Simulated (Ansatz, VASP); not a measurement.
# TaN in two plane-wave programs, part 2 of 2

Wanted: the spread between two codes on one cell, functional and k mesh. The cell is taken from a series of runs on this material, whose earlier steps may have relaxed, scaled, displaced or heated it; both programs get it as it stands.

VASP 6.6.1 and Ansatz 0.2.0.

So far: Set-up; VASP: zone-centre phonons, LDA.

## Step 2: VASP: zone-centre phonons, LDA (continued)

Level of this step: LDA; plane waves and PAW (N, Ta_pv) (VASP).

Numbers of over 12 decimals in the logs are rounded to 6 here.

OUTCAR, selected parts (step 2):

```text
ion  position               nearest neighbor table
   1  0.396  0.000  0.000-   6 1.99   4 2.09   4 2.09   5 2.09   5 2.09
   2  0.604  0.604  0.000-   6 1.99   5 2.09   5 2.09   4 2.09   4 2.09
   3  0.000  0.396  0.000-   6 1.99   5 2.09   5 2.09   4 2.09   4 2.09
   4  0.333  0.667  0.500-   1 2.09   1 2.09   3 2.09   3 2.09   2 2.09   2 2.09   5 2.91   5 2.91
                             5 2.91   6 3.23   6 3.23   6 3.23   6 3.23   6 3.23   6 3.23
   5  0.667  0.333  0.500-   3 2.09   3 2.09   1 2.09   1 2.09   2 2.09   2 2.09   4 2.91   4 2.91
                             4 2.91   6 3.23   6 3.23   6 3.23   6 3.23   6 3.23   6 3.23
   6  0.000  0.000  0.000-   3 1.99   2 1.99   1 1.99   4 3.23   5 3.23   4 3.23   5 3.23   4 3.23
                             4 3.23   5 3.23   5 3.23   5 3.23   5 3.23   4 3.23   4 3.23

  LATTYP: Found a hexagonal cell.
 ALAT       =     5.0344602329
 C/A-ratio  =     0.5614152890

 Subroutine GETGRP returns: Found 12 space group operations
 (whereof 12 operations were pure point group operations)

The static configuration has the point symmetry D_3h.

 Found     84 irreducible k-points:

   k-points           NKPTS =     84   k-points in BZ     NKDIM =     84   number of bands    NBANDS=     30

   dimension x,y,z NGX =    40 NGY =   40 NGZ =   24
   dimension x,y,z NGXF=    80 NGYF=   80 NGZF=   48

   ENCUT  =  600.0 eV  44.10 Ry    6.64 a.u.  10.06 10.06  5.65*2*pi/ulx,y,z

   NELECT =      48.0000    total number of electrons

 k-points in reciprocal lattice and weights: Automatic mesh
   0.00000000  0.00000000  0.00000000       0.001
   0.11111111  0.00000000  0.00000000       0.006
   0.22222222  0.00000000  0.00000000       0.006
   0.33333333  0.00000000  0.00000000       0.006
   0.44444444  0.00000000  0.00000000       0.006
   0.11111111  0.11111111  0.00000000       0.006
   0.22222222  0.11111111  0.00000000       0.012
   0.33333333  0.11111111  0.00000000       0.012
   0.44444444  0.11111111  0.00000000       0.006
[...]
-----------------------------------------------------------------------------------
    total drift:                               -0.000000     -0.000000     -0.000000

 Eigenvectors and eigenvalues of the dynamical matrix
 ----------------------------------------------------

   1 f  =   24.152348 THz   151.753678 2PiTHz  805.635611 cm-1    99.886040 meV
             X         Y         Z           dx          dy          dz
      1.994150  0.000000  0.000000    -0.000000   -0.577350   -0.000000
      1.520155  2.632986  0.000000    -0.500000    0.288675   -0.000000
     -0.997075  1.726985  0.000000     0.500000    0.288675    0.000000
     -0.000000  2.906647  1.413211    -0.000000   -0.000000   -0.000000
      2.517230  1.453323  1.413211    -0.000000    0.000000    0.000000
      0.000000  0.000000  0.000000     0.000000    0.000000   -0.000000

   2 f  =   21.759089 THz   136.716387 2PiTHz  725.805077 cm-1    89.988320 meV
             X         Y         Z           dx          dy          dz
      1.994150  0.000000  0.000000    -0.629871    0.173202    0.000000
      1.520155  2.632986  0.000000    -0.131913   -0.621320   -0.000000
     -0.997075  1.726985  0.000000     0.307185    0.207186    0.000000
     -0.000000  2.906647  1.413211     0.005758   -0.040521    0.000000
      2.517230  1.453323  1.413211    -0.030300    0.027514   -0.000000
      0.000000  0.000000  0.000000     0.150948    0.080000   -0.000000

   3 f  =   21.759089 THz   136.716387 2PiTHz  725.805077 cm-1    89.988320 meV
             X         Y         Z           dx          dy          dz
      1.994150  0.000000  0.000000     0.333823    0.326805   -0.000000
      1.520155  2.632986  0.000000    -0.460699   -0.171153   -0.000000
     -0.997075  1.726985  0.000000     0.367807   -0.610251    0.000000
     -0.000000  2.906647  1.413211     0.040521    0.005758   -0.000000
      2.517230  1.453323  1.413211    -0.027514   -0.030300    0.000000
      0.000000  0.000000  0.000000    -0.080000    0.150948    0.000000

   4 f  =   20.859889 THz   131.066550 2PiTHz  695.811009 cm-1    86.269531 meV
             X         Y         Z           dx          dy          dz
      1.994150  0.000000  0.000000     0.310363    0.330784    0.000000
      1.520155  2.632986  0.000000     0.473692    0.070187   -0.000000
     -0.997075  1.726985  0.000000     0.617712    0.341933   -0.000000
     -0.000000  2.906647  1.413211    -0.125569   -0.093884   -0.000000
      2.517230  1.453323  1.413211    -0.148190   -0.051201    0.000000
      0.000000  0.000000  0.000000    -0.116205   -0.061586   -0.000000

   5 f  =   20.859889 THz   131.066550 2PiTHz  695.811009 cm-1    86.269531 meV
             X         Y         Z           dx          dy          dz
      1.994150  0.000000  0.000000    -0.164485    0.624149    0.000000
      1.520155  2.632986  0.000000    -0.425083    0.460819    0.000000
     -0.997075  1.726985  0.000000    -0.153336    0.316800   -0.000000
     -0.000000  2.906647  1.413211     0.093884   -0.125569    0.000000
      2.517230  1.453323  1.413211     0.051201   -0.148190   -0.000000
      0.000000  0.000000  0.000000     0.061586   -0.116205   -0.000000

   6 f  =   20.535530 THz   129.028539 2PiTHz  684.991539 cm-1    84.928089 meV
             X         Y         Z           dx          dy          dz
      1.994150  0.000000  0.000000     0.000000   -0.000000    0.552935
      1.520155  2.632986  0.000000     0.000000   -0.000000    0.552935
     -0.997075  1.726985  0.000000     0.000000   -0.000000    0.552935
     -0.000000  2.906647  1.413211    -0.000000    0.000000   -0.198187
      2.517230  1.453323  1.413211    -0.000000    0.000000   -0.198187
      0.000000  0.000000  0.000000     0.000000   -0.000000   -0.065056

   7 f  =   20.370307 THz   127.990413 2PiTHz  679.480299 cm-1    84.244782 meV
             X         Y         Z           dx          dy          dz
      1.994150  0.000000  0.000000    -0.577350    0.000000    0.000000
      1.520155  2.632986  0.000000     0.288675    0.500000    0.000000
     -0.997075  1.726985  0.000000     0.288675   -0.500000   -0.000000
     -0.000000  2.906647  1.413211     0.000000   -0.000000   -0.000000
      2.517230  1.453323  1.413211     0.000000   -0.000000    0.000000
      0.000000  0.000000  0.000000    -0.000000    0.000000   -0.000000

   8 f  =   19.932338 THz   125.238572 2PiTHz  664.871223 cm-1    82.433488 meV
             X         Y         Z           dx          dy          dz
      1.994150  0.000000  0.000000     0.000000    0.000000   -0.678430
      1.520155  2.632986  0.000000     0.000000   -0.000000    0.732661
     -0.997075  1.726985  0.000000     0.000000    0.000000   -0.054231
     -0.000000  2.906647  1.413211    -0.000000   -0.000000    0.000000
      2.517230  1.453323  1.413211    -0.000000    0.000000   -0.000000
      0.000000  0.000000  0.000000    -0.000000   -0.000000   -0.000000

   9 f  =   19.932338 THz   125.238572 2PiTHz  664.871223 cm-1    82.433488 meV
             X         Y         Z           dx          dy          dz
      1.994150  0.000000  0.000000     0.000000   -0.000000    0.454312
      1.520155  2.632986  0.000000     0.000000   -0.000000    0.360381
     -0.997075  1.726985  0.000000     0.000000   -0.000000   -0.814694
     -0.000000  2.906647  1.413211    -0.000000    0.000000   -0.000000
      2.517230  1.453323  1.413211    -0.000000    0.000000    0.000000
      0.000000  0.000000  0.000000    -0.000000    0.000000   -0.000000

  10 f  =    7.783295 THz    48.903884 2PiTHz  259.622769 cm-1    32.189106 meV
             X         Y         Z           dx          dy          dz
      1.994150  0.000000  0.000000    -0.003002   -0.026286    0.000000
      1.520155  2.632986  0.000000     0.023534   -0.009656   -0.000000
     -0.997075  1.726985  0.000000    -0.004137    0.005010   -0.000000
     -0.000000  2.906647  1.413211     0.571456    0.399672   -0.000000
      2.517230  1.453323  1.413211    -0.651562   -0.248529    0.000000
      0.000000  0.000000  0.000000     0.075528   -0.142506    0.000000

  11 f  =    7.783295 THz    48.903884 2PiTHz  259.622769 cm-1    32.189106 meV
             X         Y         Z           dx          dy          dz
      1.994150  0.000000  0.000000     0.005665   -0.013932   -0.000000
      1.520155  2.632986  0.000000    -0.010966    0.012604   -0.000000
     -0.997075  1.726985  0.000000    -0.025631   -0.015067    0.000000
     -0.000000  2.906647  1.413211     0.399672   -0.571456   -0.000000
      2.517230  1.453323  1.413211    -0.248529    0.651562    0.000000
      0.000000  0.000000  0.000000    -0.142506   -0.075528   -0.000000

  12 f  =    6.591196 THz    41.413706 2PiTHz  219.858634 cm-1    27.258984 meV
             X         Y         Z           dx          dy          dz
      1.994150  0.000000  0.000000    -0.000000   -0.000000   -0.000000
      1.520155  2.632986  0.000000     0.000000   -0.000000   -0.000000
     -0.997075  1.726985  0.000000     0.000000    0.000000    0.000000
     -0.000000  2.906647  1.413211     0.000000    0.000000    0.707107
      2.517230  1.453323  1.413211     0.000000   -0.000000   -0.707107
      0.000000  0.000000  0.000000    -0.000000    0.000000    0.000000

  13 f  =    6.218408 THz    39.071411 2PiTHz  207.423769 cm-1    25.717258 meV
             X         Y         Z           dx          dy          dz
      1.994150  0.000000  0.000000    -0.093204    0.036446    0.000000
      1.520155  2.632986  0.000000    -0.008894   -0.098071    0.000000
     -0.997075  1.726985  0.000000     0.065446    0.042202   -0.000000
     -0.000000  2.906647  1.413211     0.288088    0.308476   -0.000000
      2.517230  1.453323  1.413211     0.417014    0.065206    0.000000
      0.000000  0.000000  0.000000    -0.694566   -0.368099   -0.000000
    [... 43 further lines ...]
      2.517230  1.453323  1.413211     0.551310    0.073134    0.000000
      0.000000  0.000000  0.000000     0.551575    0.073152    0.000000

 ELASTIC MODULI CONTR FROM IONIC RELAXATION (kBar)
 Direction    XX          YY          ZZ          XY          YZ          ZX
 --------------------------------------------------------------------------------
 XX        -832.5884    358.1246    125.4931     -0.0000      0.0000     -0.0000
 YY         358.1246   -832.5884    125.4931     -0.0000      0.0000     -0.0000
 ZZ         125.4931    125.4931    -66.3845      0.0000     -0.0000      0.0000
 XY          -0.0000     -0.0000      0.0000   -595.3594      0.0000      0.0000
 YZ           0.0000      0.0000     -0.0000      0.0000    -77.7497     -0.0000
 ZX          -0.0000     -0.0000      0.0000      0.0000     -0.0000    -66.7811
 --------------------------------------------------------------------------------
```

## Step 3: Ansatz: zone-centre phonons, LDA

Ansatz runs on its PAW soft_1 files.

The same cell, functional (in two slightly different forms), mesh and smearing now go to Ansatz, which takes its cutoff from its data sets.

File input.yaml:

```yaml
crystal:
  lattice:
    - [5.0344602329, 0.0, 0.0]
    - [-2.5172301164, 4.359970456, 0.0]
    - [0.0, 0.0, 2.8264229464]
  atoms:
    - { symbol: "N", position: [0.3961000586, 0.0, 0.0] }
    - { symbol: "N", position: [0.6038999414, 0.6038999414, 0.0] }
    - { symbol: "N", position: [0.0, 0.3961000586, 0.0] }
    - { symbol: Ta, position: [0.3333333333, 0.6666666667, 0.5] }
    - { symbol: Ta, position: [0.6666666667, 0.3333333333, 0.5] }
    - { symbol: Ta, position: [0.0, 0.0, 0.0] }
kpoints:
  mp_grid: { grid: [9, 9, 12] }
hamiltonian:
  xc: lda
  pseudopotentials: { kind: paw, azcp: { folder: soft_1 }, xc_functional: pbe }
scf:
  occupations: { method: methfessel_paxton, width: 0.2 }
output:
  eigenvalues: true
phonons:
  method: dfpt
```

On the command line:

```sh
> ansatz run input.yaml --threads 4 --pin off --max-ram 16384MiB --backend cpu --events-out ev --progress --plain --runs-dir out
```

The log of the run:

```text
zone centre: on kpoints.mp_grid the ground state, and the responses unless they are solved on pairs of k-points, stand on 287 of the mesh's 972 k-points, reduced under 2 symmetry operations, with k and −k counted as one. Each operation leaves every solved displacement unchanged or reverses it
Engine: ansatz 0.2.0, aarch64-unknown-linux-gnu
Pseudopotentials: kind: paw
Pseudopotential: N, paw, valence charge 5, recommended cutoff 420 eV (normal), soft_1/N.paw.azcp
Pseudopotential: Ta, paw, valence charge 13, recommended cutoff 420 eV (normal), soft_1/Ta.paw.azcp
Functional definition: SPW92
  exchange = slater_x
  correlation = pw_c
Crystal: 6 atoms, lattice volume = 62.040 Å³
Basis set: ecut = 420 eV, 1251 PW (Γ), exchange–correlation on 72×72×40 points (8 copies of the dense FFT grid, shifted against one another)
Bands: 33, of which v1, the nominal top of the filled ones, is band 27 counted from 1 (26 counted from 0)
Symmetry: 12 space group operations
k-points: 287 of 972 (irreducible under 2 space group operations, time reversal used)
Non-local potential: N, projectors of the file, l = 0: 2, l = 1: 2, l = 2: 1
Non-local potential: Ta, projectors of the file, l = 0: 3, l = 1: 2, l = 2: 2, l = 3: 1
PAW form: soft (Blöchl's): semilocal exchange-correlation on the pseudo side does not see the compensation charge
PAW frozen core: N, regenerated for the run's functional, and the local potential with it (the file was generated under x = pbe(κ = 0.804, μ = 0.219515), c = pbe(β = 0.066725))
PAW frozen core: Ta, regenerated for the run's functional, and the local potential with it (the file was generated under x = pbe(κ = 0.804, μ = 0.219515), c = pbe(β = 0.066725))
PAW one-centre angular grid: N, 110 points (default); XC on 64 Gauss nodes
PAW one-centre angular grid: Ta, 590 points (default); XC on 64 Gauss nodes
Initial density: superposition of atomic densities (chi_scale 0.1, normalization cell, long waves kept (reshape's long-wave potential 0.01 eV rms))
Initial wavefunctions: pseudopotential atomic-orbital guess
Functional: x = slater, c = lda
SCF iter   1: F=—  HF=-30180.789335 eV  |F-HF|=—  |Δ(HF+E_count)|=         —  Δρ=7.58e-2  dr2=3.97e0  ethr=3.10e-3  ⟨swp⟩=4.9  Hψ=37343  notcnv=0
preconditioner: auto → Resta (q_TF=auto, 2.666 Å⁻¹)  ε∞=7.0  [insulator: Δε(μ)=0.140 eV  Ē_g=10.528 eV  σ=0.200 eV  W_gap=0.55  n_scr=26 (ndim 8)  ℏωp=25.8 eV  f_vac=0.000  D(μ)=0.17/eV (n_scr^D=0)  ε∞_Penn≈7.0]
SCF iter   2: F=—  HF=-30179.894926 eV  |F-HF|=—  |Δ(HF+E_count)|=   8.94e-1  S|Δr|=    0.00e0  Δρ=3.13e-2  dr2=3.04e-1  ethr=3.10e-3  ⟨swp⟩=2.0  Hψ=17389  notcnv=0  defer=349
preconditioner: auto → Kerker (q_TF=auto, 2.666 Å⁻¹)  [metal: Δε(μ)=0.085 eV  Ē_g=10.142 eV  σ=0.200 eV  W_gap=0.33  n_scr=26 (ndim 8)  ℏωp=25.8 eV  f_vac=0.000  D(μ)=0.39/eV (n_scr^D=0)]
SCF iter   3: F=—  HF=-30179.849151 eV  |F-HF|=—  |Δ(HF+E_count)|=   4.58e-2  S|Δr|=    0.00e0  Δρ=1.55e-2  dr2=8.00e-2  ethr=5.62e-4  ⟨swp⟩=1.0  Hψ=9122  notcnv=0  defer=349
SCF iter   4: F=—  HF=-30179.833002 eV  |F-HF|=—  |Δ(HF+E_count)|=   1.61e-2  S|Δr|=    0.00e0  Δρ=1.89e-3  dr2=2.18e-3  ethr=1.48e-4  ⟨swp⟩=2.5  Hψ=13508  notcnv=0  defer=349
SCF iter   5: F=—  HF=-30179.832507 eV  |F-HF|=—  |Δ(HF+E_count)|=   4.96e-4  S|Δr|=    0.00e0  Δρ=5.96e-4  dr2=2.18e-4  ethr=4.04e-6  ⟨swp⟩=2.4  Hψ=13913  notcnv=0  defer=343
SCF iter   6: F=—  HF=-30179.832446 eV  |F-HF|=—  |Δ(HF+E_count)|=   6.11e-5  S|Δr|=    0.00e0  Δρ=1.07e-4  dr2=8.63e-6  ethr=4.04e-7  ⟨swp⟩=2.1  Hψ=12938  notcnv=0  defer=343
SCF iter   7: F=—  HF=-30179.832442 eV  |F-HF|=—  |Δ(HF+E_count)|=   3.59e-6  S|Δr|=    0.00e0  Δρ=1.96e-5  dr2=2.13e-7  ethr=1.60e-8  ⟨swp⟩=2.0  Hψ=13410  notcnv=0  defer=343
SCF iter   8: F=—  HF=-30179.832447 eV  |F-HF|=—  |Δ(HF+E_count)|=   4.71e-6  S|Δr|=    0.00e0  Δρ=3.60e-6  dr2=8.78e-9  ethr=3.95e-10  ⟨swp⟩=2.0  Hψ=13552  notcnv=0  defer=343
SCF iter   9: F=—  HF=-30179.832447 eV  |F-HF|=—  |Δ(HF+E_count)|=   1.86e-9  S|Δr|=    0.00e0  Δρ=5.47e-7  dr2=1.62e-10  ethr=1.63e-11  ⟨swp⟩=2.1  Hψ=13401  notcnv=0  defer=343
SCF iter  10: F=-30179.832447 eV  HF=-30179.832447 eV  |F-HF|=1.46e-11  |Δ(HF+E_count)|=  1.82e-11  S|Δr|=    0.00e0  Δρ=7.61e-8  dr2=1.73e-12  ethr=1.00e-12  ⟨swp⟩=11.5  Hψ=50195  notcnv=0
SCF 1 converged in 10 iterations: F = -30179.832447 eV  dr2 = 1.73e-12
  greatest PAW one-centre occupation: 0.999 electrons in one spin orbital (limit 2), on the Ta atom at site 4 (counted from 0), in its partial waves of l = 0
DFPT response loops at Γ: preconditioner auto → Kerker (q_TF=auto, 2.666 Å⁻¹) (partly filled bands, converged f_vac=0.000); β = 1.00, the filter's whole step (`scf.mixing.beta` (0.50) is not read by the response loops under this deck's `scf.mixing.preconditioner`; to damp them name `kerker` or `kerker_dos`, under which they read `scf.mixing.beta`, and type it under 1.00, their step now; both keys bind the ground state too); Broyden in place of MSR1
SCF converged after 10 iterations
Stability not checked: this state was not tested for a lower state beside it, because cold or Methfessel-Paxton smearing, or corrected tetrahedra, fill the levels in a way that the test cannot read (fill_not_monotonic; see scf.lower_state_search)
Free energy (F): -30179.832447 eV
Harris-Foulkes:  -30179.832447 eV  (|F-HF|=1.46e-11)
Internal energy: -30179.835481 eV  (E = F + TS)
E sigma→0 (E₀):  -30179.833205 eV
Entropy (-TS):   0.003034 eV (0.506 meV/atom)
Fermi energy:    21.469717 eV
Step filling:    the computed levels leave a gap of 0.0218 eV = 0.1 smearing widths at the electron count; against every level under it full and every level over it empty, smearing changes F+E_penalty+E_count by +0.642 meV and its σ→0 estimate by -0.117 meV
--- Per-component energies (eV) ---
  E_band       = -136.356490
  E_kinetic    = 1591.436846
  E_local      = -1822.699341  (includes V_loc(G=0)·N_el)
  E_nonlocal   = 93.676522
  E_hartree    = 664.614123
  E_xc         = -1141.275961
  E_vxc        = -938.790964  (∫ρ·V_xc dr)
  E_paw        = -24532.620739  (= ΣΔE_a)
  E_vpaw       = -389.210820  (= ΣTr[D̂ρ^β])
  E_aug_tail   = 0.003018  (compensation charges beyond the density's cutoff)
  E_ewald      = -5033.987073
  E_core_change = 1.017123  (= ΣΔE_core)
  E_smearing   = 0.003034  (= −TS)
  E_closure    = -0.000000  (closes the sum)
  Σ components = -30179.832447   (vs F -30179.832447, Δ=0.00e0)
--- Band table (eV; the first three rows and the last of 287) ---
  k-point 0: bands = [... 23 lower, 16.8283, 17.8836, 19.3230, 20.3100, 20.3100, 21.9156, 21.9156, 23.5144, ... 2 higher]
  k-point 1: bands = [... 23 lower, 16.4683, 18.1044, 19.6975, 19.9191, 19.9191, 22.4210, 22.4210, 23.5721, ... 2 higher]
  k-point 2: bands = [... 23 lower, 15.8246, 18.8737, 19.4821, 19.4821, 20.5814, 22.8997, 22.8997, 23.5661, ... 2 higher]
  k-point 286: bands = [... 23 lower, 17.0923, 17.8169, 19.1077, 20.1889, 22.6142, 23.1776, 24.5185, 24.5250, ... 2 higher]
--- Phonons (Γ-DFPT): 7 representative perturbations + reference, on 287 of 972 k-points (Σ response iterations 22) ---
  k mesh reduced under 2 symmetry operations, with k and −k counted as one. Each operation leaves every solved displacement unchanged or reverses it
  ASR residual: 4.785e-5 → 0.000e0 eV/Å²; symmetrization residual: 3.877e-6 eV/Å²
  ASR residual per site (eV/Å²): 2.73e-5 2.64e-5 2.64e-5 4.79e-5 4.79e-5 2.99e-5
  Γ frequencies (cm⁻¹): 0.00 0.00 0.00 158.35 207.00 207.00 218.43 258.75 258.75 659.80 659.80 673.24 681.09 689.88 689.88 720.37 720.37 800.17
  non-analytic LO–TO correction: not included (Born effective charges unavailable; polar crystals: no LO–TO splitting at Γ)
```

## Step 4: Differences

Known differences besides the potentials themselves: the two LDA forms differ slightly; the data sets hold 54 valence electrons in Ansatz (on its PAW soft_1 files) and 48 in VASP; the cutoff is 420 eV in Ansatz and 600 eV in VASP; VASP's log shows a relativistic correction to its local exchange, Ansatz's none. Total energies have different zeros and are not compared.

Compared:

```tsv
quantity	Ansatz	VASP	difference
optical mode 1 (cm⁻¹)	158.3	158.0	+0.23 %
optical mode 2 to 3 (cm⁻¹)	207.0	207.4	-0.20 %
optical mode 4 (cm⁻¹)	218.4	219.9	-0.65 %
optical mode 5 to 6 (cm⁻¹)	258.8	259.6	-0.34 %
optical mode 7 to 8 (cm⁻¹)	659.8	664.9	-0.76 %
optical mode 9 (cm⁻¹)	673.2	679.5	-0.92 %
optical mode 10 (cm⁻¹)	681.1	685.0	-0.57 %
optical mode 11 to 12 (cm⁻¹)	689.9	695.8	-0.85 %
optical mode 13 to 14 (cm⁻¹)	720.4	725.8	-0.75 %
optical mode 15 (cm⁻¹)	800.2	805.6	-0.68 %
```

Modes are paired by rising frequency, not by their patterns, so a pair may set unlike modes beside each other; they are those without the splitting of longitudinal modes.

## Step 5: Outcome

- r.m.s. difference of the optical zone-centre modes, each program's sorted by frequency (zone-centre phonons, LDA): 4.2 cm⁻¹
- difference in optical mode 9 (zone-centre phonons, LDA): -0.9 %

In words: The r.m.s. difference of the optical zone-centre modes, each program's sorted by frequency is 4.2 cm⁻¹ (zone-centre phonons, LDA). The data sets hold unlike numbers of valence electrons (54 in Ansatz and 48 in VASP), so part of the differences comes from the potentials. Among the rows given in per cent, the largest difference of the zone-centre phonons, LDA pair is in optical mode 9, -0.9 %. How closely two codes agree says nothing of how well the functional describes the real material.

[Lines on the potential files, build, host, timing and source positions are cut from VASP's logs without a mark.]

[Logs are printed without paths, hosts, clocks, repeated set-up lines and the standing remarks that a program may print on its own settings, such as how far it seeks lower states.]

[Hosts, paths, dates, database ids (printed as entryN), source tags and the programs' standing remarks are cut or masked in the printed files.]
